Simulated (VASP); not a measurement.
## PIr2 with and without spin-orbit coupling

Aim: run bands, DOS and a relaxation of PIr2 twice, without and with spin-orbit coupling. All runs use LDA. Left out of this account: 1 further run (fields: a reference on another mesh). The start is a cell from a database of measured crystal structures.

Main program and level: VASP 6.6.1; LDA; plane waves and PAW (P, Ir), in the first sound run; inputs show where later runs differ.

This is a report of a sequence of runs, with most program output left out.

### Step 1. Set-up

It takes space group Fm-3m (No. 225, cubic). The conventional cell has a = 5.535 Å, b = 5.535 Å, c = 5.535 Å, α = 90.00°, β = 90.00°, γ = 90.00°. P has 8 Ir at 2.40 Å nearest. Ir has 4 P at 2.40 Å nearest. Farther neighbours are not listed.

Coordinates:

```xyz
3
Lattice="0.0000 2.7675 2.7675 2.7675 0.0000 2.7675 2.7675 2.7675 0.0000" Properties=species:S:1:pos:R:3 pbc="T T T"
P     0.0000    0.0000    0.0000
Ir    1.3838    1.3838    1.3838
Ir    4.1513    4.1513    4.1513
```

### Step 2. Band structure (LDA)

The mesh alone shows little of the dispersion and can miss band extrema, so KPOINTS_OPT adds a path through the symmetry points after the self-consistent cycle. LDA, the lowest rung, knows the local density alone.

Input file INCAR:

```
SYSTEM = PIr2
PREC = Accurate
ENCUT = 400
EDIFF = 1E-06
NELM = 100
ISMEAR = -1
SIGMA = 0.05
LREAL = .FALSE.
ALGO = Normal
GGA = CA
NBANDS = 24
LASPH = .TRUE.
LORBIT = 11
LWAVE = .FALSE.
LCHARG = .FALSE.
KPAR = 4
```

Input file POSCAR:

```
PIr2
1.0
    0.0000000000      2.7675000000      2.7675000000
    2.7675000000      0.0000000000      2.7675000000
    2.7675000000      2.7675000000      0.0000000000
P Ir
1 2
Direct
    0.0000000000      0.0000000000      0.0000000000
    0.2500000000      0.2500000000      0.2500000000
    0.7500000000      0.7500000000      0.7500000000
```

Input file KPOINTS:

```
Automatic mesh
0
Gamma
8 8 8
0 0 0
```

Input file KPOINTS_OPT:

```
Line mode
16
Line-mode
Reciprocal
  0.00000000   0.00000000   0.00000000 GAMMA
  0.50000000   0.00000000   0.50000000 X

  0.50000000   0.00000000   0.50000000 X
  0.50000000   0.25000000   0.75000000 W

  0.50000000   0.25000000   0.75000000 W
  0.37500000   0.37500000   0.75000000 K

  0.37500000   0.37500000   0.75000000 K
  0.00000000   0.00000000   0.00000000 GAMMA

  0.00000000   0.00000000   0.00000000 GAMMA
  0.50000000   0.50000000   0.50000000 L

  0.50000000   0.50000000   0.50000000 L
  0.62500000   0.25000000   0.62500000 U

  0.62500000   0.25000000   0.62500000 U
  0.50000000   0.25000000   0.75000000 W

  0.50000000   0.25000000   0.75000000 W
  0.50000000   0.50000000   0.50000000 L

  0.50000000   0.50000000   0.50000000 L
  0.37500000   0.37500000   0.75000000 K

  0.62500000   0.25000000   0.62500000 U
  0.50000000   0.00000000   0.50000000 X
```

Potentials, in the order of the species: P and Ir (LDA family, release 64).

On the command line:

```sh
$ mpirun -np 4 vasp_std
```

The job ended after 27 s (4 MPI ranks of Intel Xeon Platinum 8375C at 2.90GHz (Ice Lake), shared host; peak memory 0.62 GiB; 1.7 min of CPU time).

This run has no spin polarisation. Its electron count is odd, so without a moment it is a metal by construction. Spin-orbit coupling is off here; with elements this heavy it splits and shifts levels by tenths of an eV or more. At this level the cell is under a tension of 2.9 GPa, so at these settings it is away from equilibrium.

This step gave:

```
SCF cycles              : 12
electrons               : 23
bands                   : 24
irreducible k-points    : 29
symmetry operations     : 48
free energy (TOTEN)     : -28.03 eV
energy at zero smearing : -28.03 eV
Fermi energy            : 9.878 eV
pressure                : -2.852 GPa
metallic                : yes
```

The electronic bands at the labelled points (eV, zero at the Fermi level; # counts the bands kept):

```csv
point,#8,#9,#10,#11,#12,#13,#14,#15
Γ,-0.55,0.40,1.59,1.59,4.41,4.41,4.41,5.02
0.47 of the way,-1.95,-0.27,1.52,1.77,2.22,2.22,3.29,5.61
X,-2.46,-0.89,-0.89,-0.08,1.44,1.70,5.44,6.50
0.47 of the way,-2.24,-1.59,-1.11,-0.42,1.65,1.74,5.90,6.95
W,-2.57,-1.78,-1.40,-1.03,1.80,1.80,7.39,7.39
0.47 of the way,-2.26,-1.96,-1.32,-0.94,1.82,1.86,6.14,8.03
K,-2.19,-2.00,-1.29,-0.88,1.85,1.99,5.38,8.12
0.47 of the way,-2.08,-1.27,-1.12,1.33,2.53,3.43,3.50,6.19
Γ,-0.55,0.40,1.59,1.59,4.41,4.41,4.41,5.02
0.53 of the way,-1.68,-0.66,-0.66,0.13,2.33,4.31,4.31,6.06
L,-2.84,-2.65,-2.65,-2.51,3.75,4.39,4.39,8.16
0.53 of the way,-2.51,-1.96,-1.71,-1.32,2.47,3.04,4.93,7.86
U,-2.19,-2.00,-1.29,-0.88,1.85,1.99,5.38,8.12
0.47 of the way,-2.21,-2.00,-1.31,-0.93,1.83,1.88,5.98,8.05
W,-2.57,-1.78,-1.40,-1.03,1.80,1.80,7.39,7.39
0.47 of the way,-2.17,-2.06,-1.53,-1.23,2.31,2.60,5.40,7.55
L,-2.84,-2.65,-2.65,-2.51,3.75,4.39,4.39,8.16
0.47 of the way,-2.55,-2.02,-1.86,-1.44,2.66,3.27,4.85,7.77
K,-2.19,-2.00,-1.29,-0.88,1.85,1.99,5.38,8.12
jump to U,-2.19,-2.00,-1.29,-0.88,1.85,1.99,5.38,8.12
0.53 of the way,-2.40,-1.18,-1.11,-0.27,1.59,1.72,5.55,6.83
X,-2.46,-0.89,-0.89,-0.08,1.44,1.70,5.44,6.50
```

Of the projections kept (P, Ir), the largest for each band there; the rest of the weight can lie on other orbitals:

```csv
point,#8,#9,#10,#11,#12,#13,#14,#15
Γ,Ir 1.00,P 0.58,Ir 1.00,Ir 1.00,Ir 0.56,Ir 0.56,Ir 0.56,Ir 1.00
X,Ir 1.00,Ir 0.92,Ir 0.92,Ir 1.00,Ir 1.00,Ir 0.89,Ir 1.00,Ir 0.75
W,Ir 0.99,Ir 1.00,Ir 0.94,Ir 1.00,Ir 0.91,Ir 0.91,Ir 0.80,Ir 0.80
K,Ir 1.00,Ir 0.98,Ir 0.96,Ir 1.00,Ir 0.91,Ir 0.88,Ir 0.87,Ir 0.76
Γ,Ir 1.00,P 0.58,Ir 1.00,Ir 1.00,Ir 0.56,Ir 0.56,Ir 0.56,Ir 1.00
L,Ir 1.00,Ir 0.99,Ir 0.99,Ir 1.00,Ir 0.73,Ir 0.71,Ir 0.71,Ir 1.00
```

There is no gap at this level.

### Step 3. Bands along the symmetry lines (LDA + SOC)

This step: LDA, spin-orbit coupling; plane waves and PAW (P, Ir) (VASP 6.6.1).

The mesh alone shows little of the dispersion and can miss band extrema, so KPOINTS_OPT adds a path through the symmetry points after the self-consistent cycle. Spin-orbit coupling needs spinors and the noncollinear program, where each band holds one electron.

INCAR: that of step 2 with these lines changed.

```diff
@@ -10,4 +10,9 @@
 GGA = CA
-NBANDS = 24
+LNONCOLLINEAR = .TRUE.
+MAGMOM = 0 0 0 0 0 0 0 0 0
+NBANDS = 34
+GGA_COMPAT = .FALSE.
 LASPH = .TRUE.
+LSORBIT = .TRUE.
+LMAXMIX = 4
 LORBIT = 11
```

POSCAR is that of step 2.

KPOINTS is that of step 2.

KPOINTS_OPT is that of step 2.

On the command line:

```sh
$ mpirun -np 4 vasp_ncl
```

Wall time 2 min (4 MPI ranks); peak memory 1 GiB; 7.9 min of CPU time.

At this level the cell is under a tension of 2.5 GPa, so at these settings it is away from equilibrium.

This step gave:

| Property | Result |
| --- | --- |
| SCF cycles | 13 |
| bands | 34 |
| free energy (TOTEN) | -28.72 eV |
| energy at zero smearing | -28.71 eV |
| Fermi energy | 9.883 eV |
| pressure | -2.533 GPa |

On-site spin-orbit energy by atom:

```csv
atom,on-site spin-orbit energy (eV)
P1,-0.002
Ir2,-0.696
Ir3,-0.696
```

Electronic bands along the path, in eV, zero at the Fermi level; # counts the bands kept:

```csv
point,#15,#16,#17,#18,#19,#20,#21,#22
Γ,-0.10,-0.10,0.40,0.40,1.50,1.50,1.50,1.50
0.47 of the way,-1.83,-1.83,-0.19,-0.19,1.19,1.19,1.86,1.86
X,-2.27,-2.27,-1.06,-1.06,-0.90,-0.90,0.04,0.04
0.47 of the way,-2.19,-2.19,-1.62,-1.62,-1.18,-1.18,-0.31,-0.31
W,-2.57,-2.57,-1.73,-1.73,-1.49,-1.49,-0.88,-0.88
0.47 of the way,-2.34,-2.34,-1.86,-1.86,-1.42,-1.42,-0.79,-0.79
K,-2.22,-2.22,-1.91,-1.91,-1.41,-1.41,-0.72,-0.72
0.47 of the way,-1.86,-1.86,-1.35,-1.35,-0.92,-0.92,1.32,1.32
Γ,-0.10,-0.10,0.40,0.40,1.50,1.50,1.50,1.50
0.53 of the way,-1.71,-1.71,-0.67,-0.67,-0.54,-0.54,0.27,0.27
L,-2.58,-2.58,-2.43,-2.43,-2.42,-2.42,-2.29,-2.29
0.53 of the way,-2.45,-2.45,-1.97,-1.97,-1.67,-1.67,-1.20,-1.20
U,-2.22,-2.22,-1.91,-1.91,-1.41,-1.41,-0.72,-0.72
0.47 of the way,-2.30,-2.30,-1.89,-1.89,-1.42,-1.42,-0.77,-0.77
W,-2.57,-2.57,-1.73,-1.73,-1.49,-1.49,-0.88,-0.88
0.47 of the way,-2.17,-2.17,-2.04,-2.04,-1.53,-1.53,-1.10,-1.10
L,-2.58,-2.58,-2.43,-2.43,-2.42,-2.42,-2.29,-2.29
0.47 of the way,-2.49,-2.49,-2.05,-2.05,-1.78,-1.78,-1.32,-1.32
K,-2.22,-2.22,-1.91,-1.91,-1.41,-1.41,-0.72,-0.72
jump to U,-2.22,-2.22,-1.91,-1.91,-1.41,-1.41,-0.72,-0.72
0.53 of the way,-2.25,-2.25,-1.30,-1.30,-1.13,-1.13,-0.16,-0.16
X,-2.27,-2.27,-1.06,-1.06,-0.90,-0.90,0.04,0.04
```

Of the projections kept (P, Ir), the largest for each band there; the rest of the weight can lie on other orbitals:

```csv
point,#15,#16,#17,#18,#19,#20,#21,#22
Γ,Ir 1.00,Ir 1.00,P 0.58,P 0.58,Ir 0.99,Ir 0.99,Ir 0.99,Ir 0.99
X,Ir 1.00,Ir 1.00,Ir 0.95,Ir 0.95,Ir 0.87,Ir 0.87,Ir 1.00,Ir 1.00
W,Ir 0.99,Ir 0.99,Ir 1.00,Ir 1.00,Ir 0.94,Ir 0.94,Ir 1.00,Ir 1.00
K,Ir 0.99,Ir 0.99,Ir 0.98,Ir 0.98,Ir 0.96,Ir 0.96,Ir 1.00,Ir 1.00
Γ,Ir 1.00,Ir 1.00,P 0.58,P 0.58,Ir 0.99,Ir 0.99,Ir 0.99,Ir 0.99
L,Ir 1.00,Ir 1.00,Ir 0.97,Ir 0.97,Ir 0.99,Ir 0.99,Ir 1.00,Ir 1.00
```

There is no gap at this level. Without the coupling there was no gap either. The run took 4.4 times the core time, with 34 spinor bands against 24.

### Step 4. Density of states (LDA)

This step: LDA; plane waves and PAW (P, Ir) (VASP 6.6.1).

Here the states are counted by energy and projected on the atoms.

Input file INCAR:

```
SYSTEM = PIr2
PREC = Accurate
ENCUT = 400
EDIFF = 1E-06
NELM = 100
ISMEAR = -5
SIGMA = 0.05
LREAL = .FALSE.
ALGO = Normal
GGA = CA
NBANDS = 24
LASPH = .TRUE.
LORBIT = 11
LWAVE = .FALSE.
LCHARG = .FALSE.
KPAR = 4
NEDOS = 2001
```

POSCAR is that of step 3.

KPOINTS is that of step 3.

On the command line:

```sh
$ mpirun -np 4 vasp_std
```

Elapsed: 7 s, on 4 MPI ranks; peak memory 0.57 GiB.

With tetrahedra the forces and stress of a metal are not exact derivatives of the energy.

This step gave:

```
SCF cycles             : 12
bands                  : 24
free energy (TOTEN)    : -28.02 eV
Fermi energy           : 9.835 eV
pressure               : -2.893 GPa
DOS at the Fermi level : 0.9986 states/eV/cell
```

The density of states has structure finer than the step of the table below, so its rows give means over 0.5 eV, whole bins alone (the curve runs from -12.0 to 5.00 eV). Peaks (eV: height): total -4.65: 5.38, -2.26: 5.55, -1.89: 4.86, -0.88: 4.65; Ir d -4.65: 3.71, -2.26: 4.66, -1.89: 4.06, -0.88: 3.75; Ir p -6.61: 0.372, -4.58: 0.438, -4.00: 0.456, -0.88: 0.318; P p -7.84: 0.598, -6.61: 0.941, 1.95: 0.279, 3.91: 0.344; Ir s -7.70: 0.874, -6.61: 0.375, -2.40: 0.145, 2.53: 0.208.

States under -12.0 eV and over 5.0 eV are left out. Table of density of states by energy, zero at the Fermi level; means over each step; values in states/eV/cell:

```csv
energy (eV),total,Ir d,Ir p,P p,Ir s,P s
-9.5,0,0,0,0,0,0
-9.0,0.0791,0.0198,7.8e-4,0.0129,0.0284,4.1e-4
-8.5,0.772,0.228,0.0190,0.126,0.225,0.00786
-8.0,2.29,0.684,0.123,0.383,0.541,0.0267
-7.5,1.09,0.309,0.0758,0.192,0.252,0.00449
-7.0,1.93,0.844,0.124,0.371,0.214,0.00142
-6.5,3.02,1.38,0.241,0.620,0.212,0.00118
-6.0,1.89,0.981,0.151,0.375,0.0585,4.5e-4
-5.5,1.77,1.23,0.0902,0.199,0.00934,8.3e-4
-5.0,2.12,1.68,0.102,0.0403,0.00838,0.00336
-4.5,3.99,2.85,0.315,0.0909,0.0254,0.0119
-4.0,2.84,2.03,0.262,0.121,0.0408,0.00290
-3.5,1.03,0.796,0.0515,0.0313,0.0456,4.2e-4
-3.0,2.15,1.73,0.0901,0.0353,0.0387,0.00224
-2.5,4.33,3.62,0.106,0.0681,0.0945,0.00287
-2.0,3.48,2.90,0.128,0.0442,0.0691,7.0e-4
-1.5,2.88,2.37,0.141,0.0261,0.0646,0.00658
-1.0,3.65,2.90,0.259,0.0384,0.0640,0.0288
-0.5,2.13,1.71,0.160,0.0269,0.0357,0.0109
0.0,1.08,0.780,0.130,0.0238,0.0258,0.00917
0.5,0.660,0.420,0.0914,0.0159,0.0300,0.0189
1.0,0.513,0.271,0.0630,0.0117,0.0434,0.0397
1.5,0.777,0.484,0.0465,0.0354,0.0584,0.0517
2.0,2.69,1.88,0.100,0.239,0.150,0.0485
2.5,2.33,1.32,0.154,0.221,0.190,0.120
3.0,1.29,0.625,0.122,0.167,0.0959,0.0719
3.5,0.939,0.392,0.130,0.179,0.0289,0.0237
4.0,1.26,0.446,0.176,0.273,0.0437,0.0469
4.5,0.834,0.221,0.0925,0.131,0.0965,0.0851
```

Of the states within 0.3 eV of the Fermi level, the largest shares in the PAW spheres are Ir d 73 % and Ir p 11 %. The rest lies in smaller channels or between the spheres.

### Step 5. Total and projected DOS (LDA + SOC)

This step: LDA, spin-orbit coupling; plane waves and PAW (P, Ir) (VASP 6.6.1).

INCAR: that of step 4 with these lines changed.

```diff
@@ -10,4 +10,9 @@
 GGA = CA
-NBANDS = 24
+LNONCOLLINEAR = .TRUE.
+MAGMOM = 0 0 0 0 0 0 0 0 0
+NBANDS = 34
+GGA_COMPAT = .FALSE.
 LASPH = .TRUE.
+LSORBIT = .TRUE.
+LMAXMIX = 4
 LORBIT = 11
```

POSCAR is that of step 4.

KPOINTS is that of step 4.

On the command line:

```sh
$ mpirun -np 4 vasp_ncl
```

The job ended after 24 s (4 MPI ranks; peak memory 0.9 GiB).

At this level the cell is under a tension of 2.6 GPa, so at these settings it is away from equilibrium.

This step gave:

| Property | Result |
| --- | --- |
| SCF cycles | 13 |
| bands | 34 |
| free energy (TOTEN) | -28.71 eV |
| Fermi energy | 9.874 eV |
| pressure | -2.638 GPa |
| DOS at the Fermi level | 1.120 states/eV/cell |

On-site spin-orbit energy by atom:

```csv
atom,on-site spin-orbit energy (eV)
P1,-0.002
Ir2,-0.697
Ir3,-0.697
```

The density of states has structure finer than the step of the table below, so its rows give means over 0.5 eV, whole bins alone (the curve runs from -12.0 to 1.42 eV). Peaks (eV: height): total -4.73: 5.76, -2.71: 4.32, -2.32: 7.57, -0.76: 4.31; Ir d -4.81: 4.08, -2.71: 3.59, -2.32: 6.26, -1.85: 3.53; Ir p -6.75: 0.3, -4.73: 0.447, -4.11: 0.458, -0.76: 0.290; Ir s -7.77: 0.860, -6.75: 0.333, -2.32: 0.199; P p -7.92: 0.607, -6.75: 0.772, -4.11: 0.236, -2.32: 0.120.

States under -12.0 eV and over 1.4 eV are left out. Table of density of states by energy, zero at the Fermi level; means over each step; values in states/eV/cell:

```csv
energy (eV),total,Ir d,Ir p,Ir s,P p,P s
-9.5,0,0,0,0,0,0
-9.0,0.126,0.0326,0.00141,0.0443,0.0205,7.1e-4
-8.5,0.863,0.261,0.0233,0.243,0.140,0.00897
-8.0,2.55,0.743,0.154,0.605,0.427,0.0265
-7.5,0.766,0.265,0.0494,0.145,0.136,0.00187
-7.0,2.40,1.06,0.164,0.255,0.460,0.00199
-6.5,2.66,1.23,0.218,0.174,0.544,0.00110
-6.0,2.03,1.12,0.150,0.0557,0.372,6.2e-4
-5.5,1.70,1.25,0.0763,0.00689,0.146,8.2e-4
-5.0,3.16,2.39,0.183,0.0182,0.0624,0.00674
-4.5,3.55,2.55,0.290,0.0233,0.101,0.00944
-4.0,2.42,1.72,0.222,0.0482,0.109,0.00210
-3.5,0.775,0.588,0.0446,0.0392,0.0184,3.6e-4
-3.0,2.33,1.87,0.0952,0.0406,0.0390,0.00293
-2.5,4.19,3.47,0.124,0.0945,0.0680,0.00316
-2.0,3.30,2.75,0.127,0.0676,0.0423,0.00233
-1.5,3.02,2.46,0.168,0.0617,0.0331,0.0140
-1.0,3.06,2.43,0.217,0.0621,0.0422,0.0196
-0.5,2.29,1.83,0.173,0.0440,0.0326,0.0135
0.0,1.18,0.874,0.123,0.0311,0.0267,0.0114
0.5,0.678,0.431,0.0873,0.0333,0.0193,0.0213
1.0,0.465,0.243,0.0611,0.0392,0.0141,0.0325
```

The DOS at the Fermi level goes from 0.999 to 1.12 states/eV/cell, a number that is sensitive to the mesh. The run took 3.4 times the core time, with 34 spinor bands against 24. Of the states within 0.3 eV of the Fermi level, the largest shares in the PAW spheres are Ir d 75 % and Ir p 10 %. The rest lies in smaller channels or between the spheres.

### Step 6. Full relaxation (LDA)

This step: LDA; plane waves and PAW (P, Ir) (VASP 6.6.1).

Last, the cell itself: ISIF = 3 frees volume, shape and positions, first without the coupling.

Input file INCAR:

```
SYSTEM = PIr2
PREC = Accurate
ENCUT = 400
EDIFF = 1E-06
NELM = 100
ISMEAR = -1
SIGMA = 0.05
LREAL = .FALSE.
ALGO = Normal
GGA = CA
NBANDS = 17
LASPH = .TRUE.
LORBIT = 11
LWAVE = .FALSE.
LCHARG = .FALSE.
KPAR = 4
IBRION = 2
NSW = 60
ISIF = 3
EDIFFG = -0.01
```

POSCAR is that of step 5.

KPOINTS is that of step 5.

On the command line:

```sh
$ mpirun -np 4 vasp_std
```

The job ended after 13 s (4 MPI ranks; peak memory 0.61 GiB).

The run keeps the 48 symmetry operations of its start, so it cannot find a distortion of lower symmetry.

Step by step:

```csv
step,energy less that of the first step (eV),largest force (eV/Å),pressure (GPa),volume (Å³)
1,0.0000,0.0000,-2.87,42.39
2,0.0287,0.0000,9.34,40.86
3,-0.0035,0.0000,-0.03,42.01
```

```csv
"conventional cell, symmetrised",before,after,change
a (Å),5.535,5.518,-0.3 %
b (Å),5.535,5.518,-0.3 %
c (Å),5.535,5.518,-0.3 %
volume (Å³/atom),14.13,14.00,-0.9 %
```

Final coordinates:

```xyz
3
Lattice="0.0000 2.7590 2.7590 2.7590 0.0000 2.7590 2.7590 2.7590 0.0000" Properties=species:S:1:pos:R:3 pbc="T T T"
P     0.0000    0.0000    0.0000
Ir    1.3795    1.3795    1.3795
Ir    4.1386    4.1386    4.1386
```

Numbers from this step:

| Quantity | Value |
| --- | --- |
| bands | 17 |
| free energy (TOTEN) | -28.03 eV |
| energy at zero smearing | -28.03 eV |
| Fermi energy | 10.03 eV |
| pressure | -0.02961 GPa |
| SCF cycles over all ionic steps | 29 |

It ends with forces that vanish by symmetry and a pressure of -0.03 GPa.

### Step 7. Full relaxation (LDA + SOC)

This step: LDA, spin-orbit coupling; plane waves and PAW (P, Ir) (VASP 6.6.1).

The same relaxation with spinors and spin-orbit coupling.

INCAR: that of step 6 with these lines changed.

```diff
@@ -10,4 +10,9 @@
 GGA = CA
-NBANDS = 17
+LNONCOLLINEAR = .TRUE.
+MAGMOM = 0 0 0 0 0 0 0 0 0
+NBANDS = 34
+GGA_COMPAT = .FALSE.
 LASPH = .TRUE.
+LSORBIT = .TRUE.
+LMAXMIX = 4
 LORBIT = 11
```

POSCAR is that of step 6.

KPOINTS is that of step 6.

On the command line:

```sh
$ mpirun -np 4 vasp_ncl
```

Wall time 52 s (4 MPI ranks); peak memory 0.96 GiB; 3.4 min of CPU time.

The steps of the relaxation:

```csv
step,energy less that of the first step (eV),largest force (eV/Å),pressure (GPa),volume (Å³)
1,0.0000,0.0000,-2.53,42.39
2,0.0217,0.0000,7.97,41.04
3,-0.0028,0.0000,-0.01,42.05
```

```csv
"conventional cell, symmetrised",before,after,change
a (Å),5.535,5.520,-0.3 %
b (Å),5.535,5.520,-0.3 %
c (Å),5.535,5.520,-0.3 %
volume (Å³/atom),14.13,14.02,-0.8 %
```

The relaxed structure:

```xyz
3
Lattice="0.0000 2.7600 2.7600 2.7600 0.0000 2.7600 2.7600 2.7600 0.0000" Properties=species:S:1:pos:R:3 pbc="T T T"
P     0.0000    0.0000    0.0000
Ir    1.3800    1.3800    1.3800
Ir    4.1399    4.1399    4.1399
```

Numbers from this step:

* bands: 34
* free energy (TOTEN): -28.72 eV
* energy at zero smearing: -28.72 eV
* Fermi energy: 10.01 eV
* pressure: -0.01055 GPa

On-site spin-orbit energy by atom:

```csv
atom,on-site spin-orbit energy (eV)
P1,-0.002
Ir2,-0.695
Ir3,-0.695
```

The cell ends at 14.02 Å³/atom, +0.1 % from the run without the coupling. The run took 4.1 times the core time, with 34 spinor bands against 17.

The cell shrank by 0.8 % in volume.

### Step 8. The runs together

| quantity | without | with spin-orbit coupling |
| --- | --- | --- |
| gap (eV) | none | none |
| core minutes, bands | 1.8 | 7.9 |
| DOS at the Fermi level (states/eV/cell) | 0.999 | 1.12 |
| core minutes, DOS | 0.47 | 1.6 |
| relaxed volume (Å³/atom) | 14.00 | 14.02 |
| core minutes, relaxation | 0.84 | 3.5 |

### Step 9. Summary of results

```yaml
gap_ev_without_with: none → none
dos_at_the_fermi_level_states_ev_cell_without_with: 0.999 → 1.12
relaxed_volume_a3_atom_without_with: 14.00 → 14.02
```

What this shows: PIr2 has no gap with or without spin-orbit coupling. The relaxed volume moves by +0.1 %. The spinor runs cost 3.4 to 4.4 times as much, on a shared host. With an odd electron count and no spin the cell is a metal by construction.

[Lines on the potential files, build, host, timing and source positions are cut from VASP's logs without a mark.]

[Logs are printed without paths, hosts, clocks, repeated set-up lines and the standing remarks that a program may print on its own settings, such as how far it seeks lower states.]

[Hosts, paths, dates, database ids (printed as entryN), source tags and the programs' standing remarks are cut or masked in the printed files.]

[A measured line is paired with the nearest computed mode of its activity, which favours agreement.]
